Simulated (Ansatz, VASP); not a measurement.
# Cross-check of Si2W between VASP and Ansatz

Aim: how closely do two programs agree when they are given the same cell, functional and k mesh? The structure shown is the end of the VASP relaxation below.

Method: plane waves, with VASP 6.6.1 beside it; single point at PBEsol with D3(BJ), in Ansatz 0.2.0.

## 1. Set-up

It takes space group I4/mmm (No. 139, tetragonal). Conventional cell: a = 3.187 Å, b = 3.187 Å, c = 7.783 Å, α = 90.00°, β = 90.00°, γ = 90.00°. W has 10 Si at 2.60 Å nearest. Nearest to Si lie 5 Si at 2.58 to 2.61 Å and 5 W at 2.60 Å. Farther neighbours are not listed.

## 2. VASP: relaxation, PBEsol with D3(BJ)

This run makes the geometry at which the two programs are then compared.

Lines of VASP's logs that name or quote its potential files are left out, and so is its time.

INCAR reads:

```
SYSTEM = Si2W
PREC = Accurate
ENCUT = 450
EDIFF = 1E-06
NELM = 100
ISMEAR = 0
SIGMA = 0.05
LREAL = .FALSE.
ALGO = Normal
GGA = PS
IVDW = 12
NBANDS = 13
LASPH = .TRUE.
LORBIT = 11
LWAVE = .FALSE.
LCHARG = .FALSE.
KPAR = 8
IBRION = 2
NSW = 30
ISIF = 4
EDIFFG = -0.01
```

POSCAR reads:

```
Si2W
1.0
   -1.5929682371      1.5929682371      3.8947418254
    1.5929682371     -1.5929682371      3.8947418254
    1.5929682371      1.5929682371     -3.8947418254
W Si
1 2
Direct
    0.0000000000      0.0000000000      0.0000000000
    0.6658268620      0.6658268620      0.0000000000
    0.3341731380      0.3341731380      0.0000000000
```

KPOINTS reads:

```
Automatic mesh
0
Gamma
14 14 14
0 0 0
```

PAW data sets: W and Si (PBE family, release 64).

The run is started by

```console
mpirun -np 8 vasp_std
```

Numbers of over 12 decimals in the logs are rounded to 6 here.

The program printed:

```text
[banner, memory and clock lines left out]
running    8 mpi-ranks, on    1 nodes
 distrk:  each k-point on    1 cores,    8 groups
 distr:  one band on    1 cores,    1 groups

 POSCAR found type information on POSCAR W Si
 POSCAR found :  2 types and       3 ions
|                                                                             |
|           W    W    AA    RRRRR   N    N  II  N    N   GGGG   !!!           |
|           W    W   A  A   R    R  NN   N  II  NN   N  G    G  !!!           |
|           W    W  A    A  R    R  N N  N  II  N N  N  G       !!!           |
|           W WW W  AAAAAA  RRRRR   N  N N  II  N  N N  G  GGG   !            |
|           WW  WW  A    A  R   R   N   NN  II  N   NN  G    G                |
|           W    W  A    A  R    R  N    N  II  N    N   GGGG   !!!           |
|                                                                             |
|     For optimal performance we recommend to set                             |
|       NCORE = 2 up to number-of-cores-per-socket                            |
|     NCORE specifies how many cores store one orbital (NPAR=cpu/NCORE).      |
|     This setting can greatly improve the performance of VASP for DFT.       |
|     The default, NCORE=1 might be grossly inefficient on modern             |
|     multi-core architectures or massively parallel machines. Do your        |
|     Unfortunately you need to use the default for GW and RPA                |
|     calculations (for HF NCORE is supported but not extensively tested      |
|     yet).                                                                   |
|                                                                             |

|                                                                             |
|               ----> ADVICE to this user running VASP <----                  |
|                                                                             |
|     You enforced a specific xc type in the INCAR file but a different       |
|     [... a line on the potential file left out ...]
|     I HOPE YOU KNOW WHAT YOU ARE DOING!                                     |
|                                                                             |

 LDA part: xc-table for (Slater+PW92), standard interpolation
 POSCAR, INCAR and KPOINTS ok, starting setup
 FFT: planning ... GRIDC
 FFT: planning ... GRID_SOFT
 FFT: planning ... GRID
 WAVECAR not read
 entering main loop
       N       E                     dE             d eps       ncg     rms          rms(c)
DAV:   1     0.227408078473E+02    0.22741E+02   -0.55772E+03  6400   0.834E+02
DAV:   2    -0.255256229847E+02   -0.48266E+02   -0.44006E+02  7890   0.176E+02
DAV:   3    -0.275702733912E+02   -0.20447E+01   -0.20039E+01  8646   0.303E+01
DAV:   4    -0.275955652269E+02   -0.25292E-01   -0.25252E-01  7500   0.390E+00
DAV:   5    -0.275959658153E+02   -0.40059E-03   -0.40042E-03  9049   0.408E-01    0.275E+01
DAV:   6    -0.268664538814E+02    0.72951E+00   -0.19950E+00  9299   0.887E+00    0.117E+01
DAV:   7    -0.267428427576E+02    0.12361E+00   -0.19801E-01  7229   0.297E+00    0.558E+00
DAV:   8    -0.267198602115E+02    0.22983E-01   -0.37312E-02  8255   0.138E+00    0.528E-01
DAV:   9    -0.267195448536E+02    0.31536E-03   -0.20359E-03  7642   0.306E-01    0.289E-01
DAV:  10    -0.267195111289E+02    0.33725E-04   -0.31869E-04  8087   0.113E-01    0.634E-02
DAV:  11    -0.267194941601E+02    0.16969E-04   -0.46824E-05  7955   0.476E-02    0.207E-02
DAV:  12    -0.267194943601E+02   -0.20001E-06   -0.14442E-06  5415   0.954E-03
   1 F= -.28387857E+02 E0= -.28387673E+02  d E =-.283879E+02
 curvature:   0.00 expect dE= 0.000E+00 dE for cont linesearch  0.000E+00
 trial: gam= 0.00000 g(F)=  0.151E-03 g(S)=  0.137E-03 ort = 0.000E+00 (trialstep = 0.100E+01)
 search vector abs. value=  0.288E-03
 bond charge predicted
       N       E                     dE             d eps       ncg     rms          rms(c)
DAV:   1    -0.267196195739E+02   -0.12541E-03   -0.53395E-03  7114   0.512E-01    0.409E-02
DAV:   2    -0.267195888357E+02    0.30738E-04   -0.16599E-04  8384   0.983E-02    0.237E-02
DAV:   3    -0.267195731144E+02    0.15721E-04   -0.26369E-05  8243   0.338E-02    0.778E-03
DAV:   4    -0.267195731305E+02   -0.16029E-07   -0.21040E-06  6760   0.106E-02
   2 F= -.28387937E+02 E0= -.28387773E+02  d E =-.800597E-04
 trial-energy change:   -0.000080  1 .order   -0.000079   -0.000288    0.000130
 step:   0.6889(harm=  0.6889)  dis= 0.00132  next Energy=   -28.387956 (dE=-0.992E-04)
 bond charge predicted
       N       E                     dE             d eps       ncg     rms          rms(c)
DAV:   1    -0.267195980972E+02   -0.24983E-04   -0.51934E-04  7094   0.160E-01    0.124E-02
DAV:   2    -0.267195949416E+02    0.31556E-05   -0.16575E-05  8376   0.310E-02    0.709E-03
DAV:   3    -0.267195932458E+02    0.16959E-05   -0.24817E-06  7027   0.105E-02    0.247E-03
DAV:   4    -0.267195932109E+02    0.34914E-07   -0.23031E-07  3702   0.369E-03
   3 F= -.28387957E+02 E0= -.28387787E+02  d E =-.997102E-04
 curvature:  -0.34 expect dE=-0.670E-05 dE for cont linesearch -0.113E-08
 trial: gam= 0.06418 g(F)=  0.948E-05 g(S)=  0.998E-05 ort = 0.971E-06 (trialstep = 0.938E+00)
 search vector abs. value=  0.208E-04
 reached required accuracy - stopping structural energy minimisation
```

OUTCAR, selected parts (step 2):

```text
ion  position               nearest neighbor table
   1  0.000  0.000  0.000-   2 2.60   2 2.60   2 2.60   3 2.60   2 2.60   3 2.60   3 2.60   3 2.60
                             2 2.60   3 2.60
   2  0.666  0.666  0.000-   3 2.58   1 2.60   1 2.60   1 2.60   1 2.60   1 2.60   3 2.61   3 2.61
                             3 2.61   3 2.61
   3  0.334  0.334  0.000-   2 2.58   1 2.60   1 2.60   1 2.60   1 2.60   1 2.60   2 2.61   2 2.61
                             2 2.61   2 2.61

  LATTYP: Found a body centered tetragonal cell.
 ALAT       =     3.1859364742
 C/A-ratio  =     2.4449588728

 Subroutine GETGRP returns: Found 16 space group operations
 (whereof 16 operations were pure point group operations)

The static configuration has the point symmetry D_4h.

 Found    244 irreducible k-points:

   k-points           NKPTS =    244   k-points in BZ     NKDIM =    244   number of bands    NBANDS=     13

   dimension x,y,z NGX =    32 NGY =   32 NGZ =   32
   dimension x,y,z NGXF=    64 NGYF=   64 NGZF=   64

   ENCUT  =  450.0 eV  33.07 Ry    5.75 a.u.   7.78  7.78  7.78*2*pi/ulx,y,z

   NELECT =      14.0000    total number of electrons

 k-points in reciprocal lattice and weights: Automatic mesh
   0.00000000  0.00000000  0.00000000       0.000
   0.07142857  0.00000000 -0.00000000       0.003
   0.14285714 -0.00000000  0.00000000       0.003
   0.21428571  0.00000000  0.00000000       0.003
   0.28571429  0.00000000  0.00000000       0.003
   0.35714286  0.00000000  0.00000000       0.003
   0.42857143  0.00000000  0.00000000       0.003
   0.50000000  0.00000000 -0.00000000       0.001
   0.07142857  0.07142857 -0.00000000       0.003
[...]
-0.42857143 -0.42857143  0.42857143       0.001
   0.50000000  0.50000000  0.50000000       0.000

 Edisp (eV)   -1.66836

 average (electrostatic) potential at core
       1 -34.2923       2 -78.7713       3 -78.7713

 E-fermi :  10.7394

 k-point     1 :       0.0000    0.0000    0.0000
  band No.  band energies     occupation
    ...
      2       3.7349      2.00000
      3       7.0092      2.00000
      4       7.2714      2.00000
      5       7.8365      2.00000
      6       7.8365      2.00000
      7      11.3734      0.00000
      8      13.6006      0.00000
      9      13.6691      0.00000
     10      13.9663      0.00000
     11      13.9663      0.00000
    ...

 k-point     2 :       0.0714    0.0000   -0.0000
  band No.  band energies     occupation
    ...
      2       3.7467      2.00000
      3       6.6709      2.00000
      4       7.2772      2.00000
      5       7.9032      2.00000
      6       7.9799      2.00000
      7      10.9788      0.00000
      8      13.3715      0.00000
      9      13.6152      0.00000
     10      13.9093      0.00000
     11      14.4163      0.00000
    ...

 k-point     3 :       0.1429   -0.0000    0.0000
  band No.  band energies     occupation
    ...
      3       6.0266      2.00000
      4       7.2389      2.00000
      5       8.0954      2.00000
      6       8.1494      2.00000
      7      10.2433      2.00000
      8      12.6440      0.00000
      9      13.2208      0.00000
     10      14.6445      0.00000
     11      15.1522      0.00000
     12      15.7684      0.00000
    ...

 Edisp (eV)   -1.66836

  Total      -0.91676    -0.91676    -0.88625     0.00000     0.00000     0.00000
  in kB     -37.15454   -37.15454   -35.91798     0.00000     0.00000     0.00000
  external pressure =      -36.74 kB  Pullay stress =        0.00 kB

  energy-cutoff  :      450.00
  volume of cell :       39.53
      direct lattice vectors                 reciprocal lattice vectors
    -1.593632456  1.593632456  3.891495880     0.000000000  0.313748630  0.128485296
     1.593632456 -1.593632456  3.891495880     0.313748630  0.000000000  0.128485296
     1.593632456  1.593632456 -3.891495880     0.313748630  0.313748630  0.000000000

 POSITION                                       TOTAL-FORCE (eV/Angst)
 -----------------------------------------------------------------------------------
      0.00000      0.00000      0.00000         0.000000      0.000000     -0.000000
      0.00000      0.00000      5.18081        -0.000000     -0.000000     -0.009911
      0.00000      0.00000      2.60218         0.000000      0.000000      0.009911
 -----------------------------------------------------------------------------------
    total drift:                                0.000000     -0.000000      0.000000

  FREE ENERGIE OF THE ION-ELECTRON SYSTEM (eV)
  ---------------------------------------------------
  free  energy   TOTEN  =       -28.3879567806 eV

  energy  without entropy=      -28.3876164500  energy(sigma->0) =      -28.38778662

 reached required accuracy - stopping structural energy minimisation

 total charge
# of ion       s       p       d       tot
------------------------------------------
    1        0.568   0.698   4.573   5.839
    2        0.737   0.905   0.000   1.642
    3        0.737   0.905   0.000   1.642
--------------------------------------------------
tot          2.042   2.508   4.573   9.123

[... 3 further parts left out ...]
```

CONTCAR:

```
Si2W
   1.00000000000000
    -1.5936324560427739    1.5936324560427739    3.8914958797356318
     1.5936324560427739   -1.5936324560427739    3.8914958797356318
     1.5936324560427739    1.5936324560427739   -3.8914958797356318
  W               Si
     1     2
Direct
     0.0000000000000000    0.0000000000000000    0.0000000000000000
     0.6656579039257419    0.6656579039257419    0.0000000000000000
     0.3343420960742582    0.3343420960742582    0.0000000000000000
```

The PAW data sets were made with PBE, which is usual practice but a small mismatch for other functionals. Dispersion corrections of this kind ignore metallic screening and tend to overbind metals. The data set W keeps the semicore shell frozen, which is cheaper and a little less accurate. The run keeps the 16 symmetry operations of its start, so it cannot find a distortion of lower symmetry.

## 3. Ansatz: single point, PBEsol with D3(BJ), volume scaled by 1.015

Ansatz runs on its default PAW (the set named soft_2) files.

The same cell, functional, mesh and smearing now go to Ansatz, which takes its cutoff from its data sets.

input.yaml reads:

```yaml
crystal:
  lattice:
    - [-1.59363246, 1.59363246, 3.89149588]
    - [1.59363246, -1.59363246, 3.89149588]
    - [1.59363246, 1.59363246, -3.89149588]
  atoms:
    - { symbol: W, position: [0.0, 0.0, 0.0] }
    - { symbol: Si, position: [0.6656579, 0.6656579, 0.0] }
    - { symbol: Si, position: [0.3343421, 0.3343421, 0.0] }
hamiltonian:
  xc: pbesol
  pseudopotentials: { kind: paw }
  dispersion: d3bj
kpoints:
  mp_grid: { grid: [14, 14, 14] }
scf:
  occupations: { method: gaussian, width: 0.05 }
  n_extra_bands: 4
output:
  forces: true
  stress: true
  eigenvalues: true
```

The run is started by

```console
ansatz run input.yaml --threads 2 --pin off --max-ram 4608MiB --backend cpu --events-out ev --progress --plain --runs-dir out
```

The program printed:

```text
scf.n_extra_bands = 4 over 11 filled bands (N_el = 22.0): the run solves 15 bands
Engine: ansatz 0.2.0, aarch64-unknown-linux-gnu
Pseudopotentials: kind: paw
Pseudopotential: W, paw, valence charge 14, recommended cutoff 420 eV (normal), W.paw.azcp
Pseudopotential: Si, paw, valence charge 4, recommended cutoff 420 eV (normal), Si.paw.azcp
Functional definition: PBEsol
  exchange = pbesol_x
  correlation = pbesol_c
Crystal: 3 atoms, lattice volume = 39.532 Å³
Basis set: ecut = 420 eV, 769 PW (Γ), exchange–correlation on 64×64×64 points (8 copies of the dense FFT grid, shifted against one another)
Bands: 15, of which v1, the nominal top of the filled ones, is band 11 counted from 1 (10 counted from 0)
Symmetry: 16 space group operations
Space group: I4/mmm (ITA 139), of the structure as read, at distance tolerance 3.4e-5 Å
k-points: 244 of 2744
Non-local potential: W, projectors of the file, l = 0: 3, l = 1: 2, l = 2: 2, l = 3: 1
Non-local potential: Si, projectors of the file, l = 0: 2, l = 1: 2, l = 2: 2
PAW form: soft (Blöchl's): semilocal exchange-correlation on the pseudo side does not see the compensation charge
PAW frozen core: W, regenerated for the run's functional, and the local potential with it (the file was generated under x = pbe(κ = 0.804, μ = 0.219515), c = pbe(β = 0.066725))
PAW frozen core: Si, regenerated for the run's functional, and the local potential with it (the file was generated under x = pbe(κ = 0.804, μ = 0.219515), c = pbe(β = 0.066725))
PAW one-centre angular grid: W, 590 points (default); XC on 64 Gauss nodes
PAW one-centre angular grid: Si, 110 points (default); XC on 64 Gauss nodes
Initial density: superposition of atomic densities (neutral atoms: chi_scale 0, normalization atom), corrected by the library's trained network
Initial wavefunctions: pseudopotential atomic-orbital guess
Functional: x = pbesol(κ = 0.804, μ = 0.123457), c = pbesol(β = 0.046)
SCF iter   1: F=—  HF=-11502.560461 eV  |F-HF|=—  |Δ(HF+E_count)|=         —  Δρ=4.44e-3  dr2=6.02e-3  ethr=1.77e-3  ⟨swp⟩=5.4  Hψ=21476  notcnv=0
preconditioner: auto → Kerker (q_TF=auto, 2.474 Å⁻¹)  [metal: Δε(μ)=0.027 eV  Ē_g=8.266 eV  σ=0.050 eV  W_gap=0.28  n_scr=10 (ndim 8)  ℏωp=22.1 eV  f_vac=0.000  D(μ)=0.29/eV (n_scr^D=0)]
SCF iter   2: F=—  HF=-11502.559581 eV  |F-HF|=—  |Δ(HF+E_count)|=   8.80e-4  Δρ=2.31e-3  dr2=1.05e-3  ethr=2.74e-5  ⟨swp⟩=1.0  Hψ=5622  notcnv=0
SCF iter   3: F=—  HF=-11502.559504 eV  |F-HF|=—  |Δ(HF+E_count)|=   7.70e-5  Δρ=5.86e-4  dr2=8.01e-5  ethr=4.77e-6  ⟨swp⟩=2.0  Hψ=5014  notcnv=0
SCF iter   4: F=—  HF=-11502.559489 eV  |F-HF|=—  |Δ(HF+E_count)|=   1.49e-5  Δρ=6.18e-5  dr2=1.42e-6  ethr=3.64e-7  ⟨swp⟩=2.5  Hψ=5386  notcnv=0
iter 5 did not close the SCF: its close was put off for the readings that it lacked (scf_convergence_deferred on its scf_iter line)
SCF iter   5: F=-11502.559489 eV  HF=-11502.559489 eV  |F-HF|=9.80e-9  |Δ(HF+E_count)|=   3.35e-7  Δρ=8.84e-6  dr2=2.75e-8  ethr=6.47e-9  ⟨swp⟩=2.3  Hψ=5265  notcnv=0
SCF iter   6: F=-11502.559489 eV  HF=-11502.559489 eV  |F-HF|=5.80e-10  |Δ(HF+E_count)|=   3.29e-9  Δρ=1.40e-6  dr2=9.62e-10  ethr=1.25e-10  ⟨swp⟩=2.2  Hψ=12477  notcnv=0
SCF 1 converged in 6 iterations: F = -11502.559489 eV  dr2 = 9.62e-10
  greatest PAW one-centre occupation: 1.000 electrons in one spin orbital (limit 2), on the W atom at site 0 (counted from 0), in its partial waves of l = 0
SCF converged after 6 iterations
Free energy (F): -11502.559489 eV
Harris-Foulkes:  -11502.559489 eV  (|F-HF|=5.80e-10)
Internal energy: -11502.559123 eV  (E = F + TS)
E sigma→0 (E₀):  -11502.559306 eV
Entropy (-TS):   -0.000366 eV (-0.122 meV/atom)
Fermi energy:    17.070284 eV
--- Per-component energies (eV) ---
  E_band       = -73.589573
  E_kinetic    = 543.864761
  E_local      = -934.813960  (includes V_loc(G=0)·N_el)
  E_nonlocal   = 53.810671
  E_hartree    = 368.259524
  E_xc         = -380.433003
  E_vxc        = -340.003996  (∫ρ·V_xc dr)
  E_paw        = -9434.452557  (= ΣΔE_a)
  E_vpaw       = -132.966885  (= ΣTr[D̂ρ^β])
  E_aug_tail   = -0.000066  (compensation charges beyond the density's cutoff)
  E_ewald      = -1717.410555
  E_disp       = -1.668852  (pairwise vdW)
  E_core_change = 0.284913  (= ΣΔE_core)
  E_smearing   = -0.000366  (= −TS)
  E_closure    = 0.000000  (closes the sum)
  Σ components = -11502.559489   (vs F -11502.559489, Δ=0.00e0)
--- Forces (eV/Å), atoms counted from 1 ---
  atom   1  W      0.00000000     0.00000000    -0.00000000
  atom   2  Si     0.00000000     0.00000000    -0.00906750
  atom   3  Si     0.00000000     0.00000000     0.00906750
  max |Σ_I F_I| component: 7.63e-17 eV/Å
--- Stress (GPa, compression-positive) ---
       -3.571563       0.000000      -0.000000
        0.000000      -3.571563       0.000000
        0.000000      -0.000000      -3.466058
  P = ⅓ Tr σ = -3.5364 GPa (-35.364 kbar)
--- Band table (eV; the first three rows and the last of 244) ---
  k-point 0: bands = [... 7 lower, 13.6103, 14.1712, 14.1712, 17.7211, 19.8934, 19.9810, 20.2632, 20.2632]
  k-point 1: bands = [... 7 lower, 13.6540, 13.7376, 14.7365, 16.9051, 19.7529, 20.3871, 20.4085, 20.4260]
  k-point 2: bands = [... 7 lower, 12.8149, 13.7938, 15.2873, 15.3650, 19.6191, 20.6832, 20.7516, 21.2093]
  k-point 243: bands = [... 7 lower, 14.4090, 16.2593, 16.2593, 16.5516, 16.5516, 17.9054, 21.6416, 22.2157]
```

Elapsed: 7.4 s, on 2 threads of Arm Neoverse N1, shared host; peak memory 0.4 GiB.

Reading the cycles: dr2 is the Hartree energy of the density residual (eV), the measure of convergence; HF is the Harris–Foulkes estimate of the energy, which meets the free energy F at convergence.

The run ends at a pressure of -3.54 GPa, with forces up to 0.0091 eV/Å.

## 4. Comparison

Known differences besides the potentials themselves: the data sets hold 22 valence electrons in Ansatz (default PAW (the set named soft_2) files) and 14 in VASP; the cutoff is 420 eV in Ansatz and 450 eV in VASP; Ansatz makes its cores anew for this functional, VASP keeps those of its PBE data sets. Total energies have different zeros and are not compared.

Both answers:

| quantity | Ansatz | VASP | difference |
| --- | --- | --- | --- |
| pressure (GPa) | -3.54 | -3.67 | +0.14 |

Ansatz's pressure holds a Pulay correction of 0.05 GPa; VASP's holds none.

## 5. Summary of results

| Property | Result |
| --- | --- |
| difference in pressure (single point, PBEsol with D3(BJ), volume scaled by 1.015) | 0.14 GPa |

What this shows: The difference in pressure is 0.14 GPa (single point, PBEsol with D3(BJ), volume scaled by 1.015), within the 1 GPa picked in this series as the mark of a large difference. 1 further run of this series is not shown here. How closely two codes agree says nothing of how well the functional describes the real material.

[Lines on the potential files, build, host, timing and source positions are cut from VASP's logs without a mark.]

[Logs are printed without paths, hosts, clocks, repeated set-up lines and the standing remarks that a program may print on its own settings, such as how far it seeks lower states.]

[Hosts, paths, dates, database ids (printed as entryN), source tags and the programs' standing remarks are cut or masked in the printed files.]
